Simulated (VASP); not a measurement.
# Quasiparticle energies of C (Diamond) in VASP

Aim: the quasiparticle gap of C (Diamond), and what it costs to get it. The cell has space group Fd-3m. The start is a cell from a database of measured crystal structures.

Method: PBE; plane waves and PAW (C_GW), in the first sound run; inputs show where later runs differ, in VASP 6.6.1.

### 1. Set-up

Symmetry: Fd-3m, No. 227, cubic system. The conventional cell has a = 3.567 Å, b = 3.567 Å, c = 3.567 Å, α = 90.00°, β = 90.00°, γ = 90.00°. C has 4 C at 1.54 Å nearest.

### 2. Ground state, k-mesh 6×6×6

The orbitals come from a self-consistent PBE run with a tight EDIFF and a narrow smearing. KPOINTS_OPT adds the bands along a path, which shows whether the mesh holds the band edges.

Contents of INCAR:

```
SYSTEM = C
PREC = Accurate
ENCUT = 440
EDIFF = 1E-08
NELM = 100
ISMEAR = 0
SIGMA = 0.01
LREAL = .FALSE.
ALGO = Normal
GGA = PE
NBANDS = 10
LORBIT = 11
LWAVE = .TRUE.
LCHARG = .FALSE.
KPAR = 8
```

Contents of POSCAR:

```
C
1.0
    0.0000000000      1.7833700000      1.7833700000
    1.7833700000      0.0000000000      1.7833700000
    1.7833700000      1.7833700000      0.0000000000
C
2
Direct
    0.0000000000      0.0000000000      0.0000000000
    0.2500000000      0.2500000000      0.2500000000
```

Contents of KPOINTS:

```
Automatic mesh
0
Gamma
6 6 6
0 0 0
```

Contents of KPOINTS_OPT:

```
Line mode
12
Line-mode
Reciprocal
  0.00000000   0.00000000   0.00000000 GAMMA
  0.50000000   0.00000000   0.50000000 X

  0.50000000   0.00000000   0.50000000 X
  0.50000000   0.25000000   0.75000000 W

  0.50000000   0.25000000   0.75000000 W
  0.37500000   0.37500000   0.75000000 K

  0.37500000   0.37500000   0.75000000 K
  0.00000000   0.00000000   0.00000000 GAMMA

  0.00000000   0.00000000   0.00000000 GAMMA
  0.50000000   0.50000000   0.50000000 L

  0.50000000   0.50000000   0.50000000 L
  0.62500000   0.25000000   0.62500000 U

  0.62500000   0.25000000   0.62500000 U
  0.50000000   0.25000000   0.75000000 W

  0.50000000   0.25000000   0.75000000 W
  0.50000000   0.50000000   0.50000000 L

  0.50000000   0.50000000   0.50000000 L
  0.37500000   0.37500000   0.75000000 K

  0.62500000   0.25000000   0.62500000 U
  0.50000000   0.00000000   0.50000000 X
```

Potentials, in the order of the species: C_GW (PBE family, release 64).

On the command line:

```console
> mpirun -np 8 vasp_std
```

The log of the run:

```text
[banner, memory and clock lines left out]
running    8 mpi-ranks, on    1 nodes
 distrk:  each k-point on    1 cores,    8 groups
 distr:  one band on    1 cores,    1 groups

 POSCAR found type information on POSCAR C
 POSCAR found :  1 types and       2 ions
|                                                                             |
|           W    W    AA    RRRRR   N    N  II  N    N   GGGG   !!!           |
|           W    W   A  A   R    R  NN   N  II  NN   N  G    G  !!!           |
|           W    W  A    A  R    R  N N  N  II  N N  N  G       !!!           |
|           W WW W  AAAAAA  RRRRR   N  N N  II  N  N N  G  GGG   !            |
|           WW  WW  A    A  R   R   N   NN  II  N   NN  G    G                |
|           W    W  A    A  R    R  N    N  II  N    N   GGGG   !!!           |
|                                                                             |
|     For optimal performance we recommend to set                             |
|       NCORE = 2 up to number-of-cores-per-socket                            |
|     NCORE specifies how many cores store one orbital (NPAR=cpu/NCORE).      |
|     This setting can greatly improve the performance of VASP for DFT.       |
|     The default, NCORE=1 might be grossly inefficient on modern             |
|     multi-core architectures or massively parallel machines. Do your        |
|     Unfortunately you need to use the default for GW and RPA                |
|     calculations (for HF NCORE is supported but not extensively tested      |
|     yet).                                                                   |
|                                                                             |

 LDA part: xc-table for (Slater+PW92), standard interpolation
 POSCAR, INCAR and KPOINTS ok, starting setup
 FFT: planning ... GRIDC
 FFT: planning ... GRID_SOFT
 FFT: planning ... GRID
 WAVECAR not read
 entering main loop
       N       E                     dE             d eps       ncg     rms          rms(c)
DAV:   1     0.128755001548E+02    0.12876E+02   -0.44050E+03   320   0.735E+02
DAV:   2    -0.181158392820E+02   -0.30991E+02   -0.28740E+02   412   0.184E+02
DAV:   3    -0.188089767388E+02   -0.69314E+00   -0.69139E+00   408   0.225E+01
DAV:   4    -0.188118123584E+02   -0.28356E-02   -0.28350E-02   366   0.137E+00
DAV:   5    -0.188118215322E+02   -0.91738E-05   -0.91733E-05   390   0.851E-02    0.479E+00
DAV:   6    -0.183223030974E+02    0.48952E+00   -0.26532E-01   424   0.503E+00    0.263E+00
DAV:   7    -0.181551286955E+02    0.16717E+00   -0.30823E-01   442   0.519E+00    0.360E-01
DAV:   8    -0.181566793243E+02   -0.15506E-02   -0.63033E-03   336   0.834E-01    0.497E-02
DAV:   9    -0.181567435333E+02   -0.64209E-04   -0.88406E-05   408   0.110E-01    0.175E-02
DAV:  10    -0.181567600558E+02   -0.16522E-04   -0.15558E-05   338   0.395E-02    0.150E-03
DAV:  11    -0.181567603034E+02   -0.24761E-06   -0.32231E-07   404   0.587E-03    0.386E-04
DAV:  12    -0.181567603865E+02   -0.83117E-07   -0.67359E-09   342   0.103E-03    0.281E-05
DAV:  13    -0.181567603888E+02   -0.23171E-08   -0.28323E-11   194   0.612E-05
   1 F= -.18156760E+02 E0= -.18156760E+02  d E =-.512569E-57
 Start KPOINTS_OPT (optional k-point list driver)
k-point batch [1-16\120]
       N       E                     dE             ncg
DAV:   1     0.736469682767E+03   -0.37571E+04      320
DAV:   2     0.212239307255E+03   -0.52423E+03      444
DAV:   3     0.202761086194E+03   -0.94782E+01      398
DAV:   4     0.202731881522E+03   -0.29205E-01      358
DAV:   5     0.202731715435E+03   -0.16609E-03      388
DAV:   6     0.202731713792E+03   -0.16435E-05      382
DAV:   7     0.202731713775E+03   -0.17139E-07      392
DAV:   8     0.202731713774E+03   -0.47461E-09      322
[...]
k-point batch [113-120\120]
       N       E                     dE             ncg
DAV:   1     0.338960116649E+04   -0.35038E+04      168
DAV:   2     0.320643709435E+04   -0.18316E+03      202
DAV:   3     0.320342828546E+04   -0.30088E+01      214
DAV:   4     0.320342342915E+04   -0.48563E-02      194
DAV:   5     0.320342341690E+04   -0.12246E-04      198
DAV:   6     0.320342341687E+04   -0.31043E-07      202
DAV:   7     0.320342341687E+04    0.39381E-09      204
 writing wavefunctions
```

Wall time 3.2 s (8 MPI ranks of AMD EPYC 7R43, shared host); peak memory 0.57 GiB.

The logs omit lines about the potential files and the build; timing stands in the text.

Parts of OUTCAR (step 2):

```text
ion  position               nearest neighbor table
   1  0.000  0.000  0.000-   2 1.54   2 1.54   2 1.54   2 1.54
   2  0.250  0.250  0.250-   1 1.54   1 1.54   1 1.54   1 1.54

  LATTYP: Found a face centered cubic cell.
 ALAT       =     3.5667400000

 Subroutine GETGRP returns: Found 48 space group operations
 (whereof 24 operations were pure point group operations)

The static configuration has the point symmetry T_d .
 The point group associated with its full space group is O_h .

 Found     16 irreducible k-points:

   k-points           NKPTS =     16   k-points in BZ     NKDIM =     16   number of bands    NBANDS=     10

   dimension x,y,z NGX =    18 NGY =   18 NGZ =   18
   dimension x,y,z NGXF=    36 NGYF=   36 NGZF=   36

   ENCUT  =  440.0 eV  32.34 Ry    5.69 a.u.   4.31  4.31  4.31*2*pi/ulx,y,z

   NELECT =       8.0000    total number of electrons

 k-points in reciprocal lattice and weights: Automatic mesh
   0.00000000  0.00000000  0.00000000       0.005
   0.16666667  0.00000000  0.00000000       0.037
   0.33333333  0.00000000  0.00000000       0.037
   0.50000000  0.00000000  0.00000000       0.019
   0.16666667  0.16666667  0.00000000       0.028
   0.33333333  0.16666667  0.00000000       0.111
   0.50000000  0.16666667  0.00000000       0.111
  -0.33333333  0.16666667  0.00000000       0.111
  -0.16666667  0.16666667  0.00000000       0.056
[...]
-0.33333333  0.33333333  0.16666667       0.111
  -0.33333333  0.50000000  0.16666667       0.056

 average (electrostatic) potential at core
       1 -45.3582       2 -45.3582

 E-fermi :   9.8754

 k-point     1 :       0.0000    0.0000    0.0000
  band No.  band energies     occupation
      1     -11.7098      2.00000
      2       9.7647      2.00000
      3       9.7647      2.00000
      4       9.7647      2.00000
      5      15.3571      0.00000
      6      15.3571      0.00000
      7      15.3571      0.00000
      8      23.0835      0.00000
      9      29.0603      0.00000
    ...

 k-point     2 :       0.1667    0.0000    0.0000
  band No.  band energies     occupation
      1     -10.9429      2.00000
      2       6.0183      2.00000
      3       8.7457      2.00000
      4       8.7457      2.00000
      5      16.7000      0.00000
      6      16.7000      0.00000
      7      17.1622      0.00000
      8      23.7272      0.00000
      9      30.0532      0.00000
    ...

 k-point     3 :       0.3333    0.0000    0.0000
  band No.  band energies     occupation
      1      -8.6940      2.00000
      2       0.3980      2.00000
      3       7.4556      2.00000
      4       7.4556      2.00000
      5      18.0452      0.00000
      6      18.0452      0.00000
      7      18.3308      0.00000
      8      25.0167      0.00000
      9      30.7176      0.00000
    ...

  Total       -0.2725681     -0.2725681     -0.2725681      0.0000000      0.0000000      0.0000000
  in kB      -38.4973802    -38.4973802    -38.4973802      0.0000000      0.0000000      0.0000000
  external PRESSURE =     -38.4973802 kB  Pullay stress =       0.0000000 kB

  energy-cutoff  :      440.00
  volume of cell :       11.34
      direct lattice vectors                 reciprocal lattice vectors
     0.000000000  1.783370000  1.783370000    -0.280368067  0.280368067  0.280368067
     1.783370000  0.000000000  1.783370000     0.280368067 -0.280368067  0.280368067
     1.783370000  1.783370000  0.000000000     0.280368067  0.280368067 -0.280368067

 POSITION                                       TOTAL-FORCE (eV/Angst)
 -----------------------------------------------------------------------------------
      0.00000      0.00000      0.00000         0.000000      0.000000      0.000000
      0.89168      0.89168      0.89168        -0.000000     -0.000000     -0.000000
 -----------------------------------------------------------------------------------
    total drift:                               -0.000000     -0.000000     -0.000000

  FREE ENERGIE OF THE ION-ELECTRON SYSTEM (eV)
  ---------------------------------------------------
  free  energy   TOTEN  =       -18.1567603888 eV

  energy  without entropy=      -18.1567603888  energy(sigma->0) =      -18.15676039

 total charge
# of ion       s       p       d       tot
------------------------------------------
    1        0.802   1.715   0.000   2.516
    2        0.802   1.715   0.000   2.516
--------------------------------------------------
tot          1.604   3.429   0.000   5.033

[... 3 further parts left out ...]
```

Numbers from this step:

```
free energy (TOTEN)               : -18.16 eV
Fermi energy                      : 9.875 eV
pressure                          : -3.850 GPa
least gap on mesh and path        : 4.129 eV
least direct gap on mesh and path : 5.592 eV
```

The highest empty bands on the path are converged less tightly, to about 0.1 eV. Electronic bands along the path, in eV, zero at the valence-band top; v1 is the highest filled band, c1 the lowest empty one:

```
          point      v3     v2     v1     c1     c2     c3     c4
              Γ    0.00   0.00   0.00   5.59   5.59   5.59  13.32
0.45 of the way   -3.84  -3.72  -3.72   4.57  10.89  10.89  10.98
              X  -12.76  -6.29  -6.29   4.76   4.76  16.81  16.81
0.45 of the way  -12.48  -7.17  -7.17   6.54   6.54  15.80  15.80
              W  -11.97  -8.31  -8.31  10.63  10.63  12.32  12.32
0.45 of the way  -11.66  -9.01  -6.77   7.76  10.84  13.31  14.15
              K  -11.73  -9.31  -5.36   5.68  10.75  14.37  15.63
0.45 of the way   -7.14  -6.15  -2.07   8.55   8.62  10.65  13.66
              Γ    0.00   0.00   0.00   5.59   5.59   5.59  13.32
0.55 of the way   -7.36  -1.91  -1.91   7.97   7.97   8.29  14.82
              L  -13.37  -2.79  -2.79   8.46   8.46   8.84  15.70
0.45 of the way  -12.73  -5.43  -3.77   7.34  10.49  11.31  15.17
              U  -11.73  -9.31  -5.36   5.68  10.75  14.37  15.63
0.55 of the way  -11.66  -9.01  -6.77   7.76  10.84  13.31  14.15
              W  -11.97  -8.31  -8.31  10.63  10.63  12.32  12.32
0.45 of the way  -12.19  -6.74  -5.00   8.40   9.60  13.45  14.65
              L  -13.37  -2.79  -2.79   8.46   8.46   8.84  15.70
0.55 of the way  -12.46  -6.31  -4.08   6.99  11.21  12.16  14.70
              K  -11.73  -9.31  -5.36   5.68  10.75  14.37  15.63
      jump to U  -11.73  -9.31  -5.36   5.68  10.75  14.37  15.63
0.45 of the way  -12.45  -7.75  -6.00   5.04   6.99  16.00  16.40
              X  -12.76  -6.29  -6.29   4.76   4.76  16.81  16.81
```

The electronic bands as a text plot (rows in eV, shown from -8.0 to 10.1 only):

```
    9.8 |   ++              + +            +       ++  +  +
    9.0 |                     +         ++++     +  ++++++    +
    8.2 |  +  +     +       ++        ++++++         +++++
    7.5 |              +   +  ++     +      +             +
    6.7 | +    +          +    ++  +++       +  +          ++  +
    6.0 |+      +  +    ++      ++ +          ++             +
    5.2 |+++      +               +                           +++
    4.5 |   ++++++                                              +
    3.7 |
    3.0 |
    2.2 |
    1.4 |
    0.7 |
   -0.1 |*                      ****
   -0.8 | *                    * *  **
   -1.6 |  *                  * *  *  *
   -2.3 |   *                * *       **
   -3.1 |   *               *  *    *    ***           ***
   -3.8 |                 **               **         *   **
   -4.6 |    *                *      *       **      *    * *
   -5.4 |    ***        **                  *  *    * *      **
   -6.1 |       ***          **                 *    *     *   **
   -6.9 |     *    *   *     *               *     *
   -7.6 |           *       *         *          *  *          *
         Γ       X    W  K        Γ      L     U  W     L   K|U X
```

The cell has a gap of 4.13 eV on mesh and path and a pressure of -3.8 GPa, which holds the misfit of the given cell and coordinates with this functional, and any error of cutoff, mesh and data sets.

### 3. Empty bands, k-mesh 6×6×6

ALGO = Exact makes the empty bands from the converged ground state in one step. LOPTICS writes the k-derivatives of the orbitals (WAVEDER), which give the long-wavelength limit of the screening.

Contents of INCAR:

```
SYSTEM = C
PREC = Accurate
ENCUT = 440
ISMEAR = 0
SIGMA = 0.01
LREAL = .FALSE.
GGA = PE
NBANDS = 32
ALGO = Exact
NELM = 1
LWAVE = .TRUE.
LCHARG = .FALSE.
LOPTICS = .TRUE.
NEDOS = 1000
CSHIFT = 0.1
```

POSCAR is that of step 2.

KPOINTS is that of step 2.

On the command line:

```console
> mpirun -np 8 vasp_std
```

The log of the run:

```text
[banner, memory and clock lines left out]
running    8 mpi-ranks, on    1 nodes
 distrk:  each k-point on    8 cores,    1 groups
 distr:  one band on    1 cores,    8 groups

 POSCAR found type information on POSCAR C
 POSCAR found :  1 types and       2 ions
 [... a notice as in an earlier step ...]

 LDA part: xc-table for (Slater+PW92), standard interpolation
 found WAVECAR, reading the header
  number of bands has changed, file:    10 present:    32
  trying to continue reading WAVECAR, but it might fail
 POSCAR, INCAR and KPOINTS ok, starting setup
 FFT: planning ... GRIDC
 FFT: planning ... GRID_SOFT
 FFT: planning ... GRID
 reading WAVECAR
 random initialization beyond band           10
 the WAVECAR file was read successfully
 initial charge from wavefunction
 entering main loop
       N       E                     dE             d eps       ncg     rms          rms(c)
DIA:   1    -0.181567603871E+02   -0.18157E+02    0.00000E+00     0   0.000E+00
   1 F= -.18156760E+02 E0= -.18156760E+02  d E =-.249285E-13
 writing wavefunctions
 optical routines
 imaginary and real dielectric function
 recalculating local potential from charge density
 direction            1
 direction            2
 direction            3
```

It took 2.2 s on 8 MPI ranks; peak memory 0.57 GiB; 11 s of CPU time.

From OUTCAR (step 3):

```text
 Found     16 irreducible k-points:

   k-points           NKPTS =     16   k-points in BZ     NKDIM =     16   number of bands    NBANDS=     32

   NELECT =       8.0000    total number of electrons

 E-fermi :   9.8115

  Total       -0.2725684     -0.2725684     -0.2725684     -0.0000000      0.0000000     -0.0000000
  in kB      -38.4974278    -38.4974278    -38.4974278     -0.0000000      0.0000000     -0.0000000
  external PRESSURE =     -38.4974278 kB  Pullay stress =       0.0000000 kB

  FREE ENERGIE OF THE ION-ELECTRON SYSTEM (eV)
  ---------------------------------------------------
  free  energy   TOTEN  =       -18.1567603871 eV

  energy  without entropy=      -18.1567603871  energy(sigma->0) =      -18.15676039

 plasma frequency squared (from intraband transitions) (eV^2)
  --------------------------------------------------------------------------------------
       0.000      -0.000       0.000
      -0.000       0.000       0.000
       0.000       0.000       0.000

[... 16 parts as in an earlier step ...]
```

The gap is read on the k-mesh alone, so it is an upper bound where the band edges lie off the mesh.

A gap read on the k-mesh alone can miss the band edges.

This step gave:

```
gap on the k-mesh              : 4.154 eV
least direct gap on the k-mesh : 5.592 eV
```

WAVECAR now holds 32 bands for 8 electrons. Its independent-particle dielectric tensor has xx, yy, zz = 6.3, 6.3, 6.3 on this mesh, which isn't tested for convergence in mesh or bands and lacks local fields.

(Part 1 of 3 ends here.)

[Lines on the potential files, build, host, timing and source positions are cut from VASP's logs without a mark.]

[Logs are printed without paths, hosts, clocks, repeated set-up lines and the standing remarks that a program may print on its own settings, such as how far it seeks lower states.]

[Hosts, paths, dates, database ids (printed as entryN), source tags and the programs' standing remarks are cut or masked in the printed files.]

[Pressures printed for these runs are not shown converged in the cutoff: they can be off by several GPa and have the wrong sign.]
